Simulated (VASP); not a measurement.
Energy against volume of Li (bcc). Computed with PBE GGA with D3 dispersion (zero damping), VASP's PBE PAW potentials (set 64) (plane waves; VASP). Numerical set-up: 520 eV cut-off, 15×15×15 Γ-centred mesh, first-order Methfessel-Paxton smearing of 0.10 eV, potentials Li_sv.

```csv
V (Å³/atom),E (eV/atom)
17.835,-2.00139
18.405,-2.00426
18.974,-2.00545
19.543,-2.00518
```

Fit these four points and predict the energy of the run at 20.112 Å³/atom.

A cubic in V^(−2/3), the third-order Birch-Murnaghan form, passes through the four points with V0 = 19.14 Å³/atom and B0 = 13 GPa, and gives -2.0036 eV/atom there. The run gave -2.0036 eV/atom, +0.0 meV/atom from the fit; all five points give B0 = 13 GPa.

The compound is Li in the bcc structure. It was relaxed first, which changed the volume by -10 %.
